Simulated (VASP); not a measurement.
Level of theory: rev-vdW-DF2, VASP's PBE PAW potentials (set 64) (plane waves; VASP).

VASP input:

### INCAR
```
AGGAC = 0.0
ALGO = Normal
EDIFF = 1E-7
ENCUT = 520
GGA = MK
ISIF = 2
ISMEAR = 1
LASPH = T
LCHARG = F
LMAXMIX = 4
LREAL = F
LUSE_VDW = T
LWAVE = F
NELM = 100
PARAM1 = 0.1234568
PARAM2 = 0.7114
PREC = Accurate
SIGMA = 0.1
SYSTEM = SrVO3
ZAB_VDW = -1.8867
```

File POSCAR:
```
SrVO3
1
    3.7590750800     0.0000000000     0.0000000000
    0.0000000000     3.7590750800     0.0000000000
    0.0000000000     0.0000000000     3.7590750800
Sr V O
1 1 3
Direct
  0.0000000000   0.0000000000   0.0000000000
  0.5000000000   0.5000000000   0.5000000000
  0.5000000000   0.0000000000   0.5000000000
  0.0000000000   0.5000000000   0.5000000000
  0.5000000000   0.5000000000   0.0000000000
```

**KPOINTS**
```
Automatic mesh
0
Gamma
8 8 8
0 0 0
```

POTCAR, in this order: Sr_sv V_sv O (PBE.64 set). Program: vasp_std.

What will the output report for the number of irreducible k-points (NKPTS), largest plane-wave count, number of space-group operations, FFT grid (NGX, NGY, NGZ)?

The number of irreducible k-points (NKPTS) is 35, the largest plane-wave count comes out as 1472 and the number of space-group operations is 48. The FFT grid (NGX, NGY, NGZ) is 28 × 28 × 28.

The compound is SrVO3 in the cubic perovskite structure. This cell is one point of a volume scan, at 0.94 of the reference volume. The run is not spin-polarised, so no magnetic state was tried. The electron count is odd and the run is not spin-polarised, which forces a metal.
